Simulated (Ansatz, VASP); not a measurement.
PtC in VASP and in Ansatz

The input INCAR:

```
SYSTEM = PtC
  PREC = Accurate
  ENCUT = 520
  EDIFF = 1E-6
  ISMEAR = -1
  SIGMA = 0.05
  LREAL = .FALSE.
  LASPH = .TRUE.
  NELM = 80
  ALGO = Normal
  ISIF = 2
  LWAVE = .FALSE.
  LCHARG = .TRUE.
  GGA = PS
  LELF = .TRUE.
  LVHAR = .TRUE.
  NBANDS = 14
```

The input KPOINTS:

```
Automatic mesh
0
G
  14 14 14
  0 0 0
```

File POSCAR:

```
PtC
1.0
    2.3114109860      0.0000000000      0.0000000000
    0.0000000000      2.3114109860      0.0000000000
    0.0000000000      0.0000000000      2.3114109860
Pt C
1 1
Direct
    0.0000000000      0.0000000000      0.0000000000
    0.5000000000      0.5000000000      0.5000000000
```

Input for Ansatz:

```yaml
crystal:
  lattice:
    - [2.311410986, 0.0, 0.0]
    - [0.0, 2.311410986, 0.0]
    - [0.0, 0.0, 2.311410986]
  atoms:
    - { symbol: Pt, position: [0.0, 0.0, 0.0] }
    - { symbol: C, position: [0.5, 0.5, 0.5] }
kpoints:
  mp_grid: { grid: [14, 14, 14] }
scf:
  occupations: { method: fermi_dirac, width: 0.05 }
hamiltonian:
  xc: pbesol
  pseudopotentials: { kind: paw }
output:
  forces: true
  stress: true
  eigenvalues: true
  populations: true
```

Change from the starting cell: volume scaled by 0.58, PAW files.

Alike in both runs: task single point; functional PBEsol; k mesh 14 × 14 × 14; occupations fermi-dirac, width 0.05 eV; no spin polarisation.

|  | VASP | Ansatz |
| --- | --- | --- |
| version | VASP 6.6.1 | Ansatz 0.2.0 |
| potentials or method | VASP PAW PBE potentials, release 64 (Pt, C) | PAW with Ansatz's default frozen-core files, scalar-relativistic |
| plane-wave cutoff (eV) | 520 | 420 |
| valence electrons in the cell | 14 | 22 |

Ansatz gave:

```
pressure (GPa) : 534.5
```

Problem. Estimate VASP's values.

Solution. Pressure (GPa): 543.0.

The functional is the same, so the differences come from potentials, cutoffs and numerics. The two sets of potentials don't hold the same shells in valence.

Caveats: the cell as given lies far from equilibrium; so large a pressure means that the cell lies far from this level's equilibrium, or that cutoff or potentials fall short (VASP); the potentials were made for another functional, which shifts forces and pressure (VASP). The runs have no spin-orbit coupling, so splittings on Pt are missing.
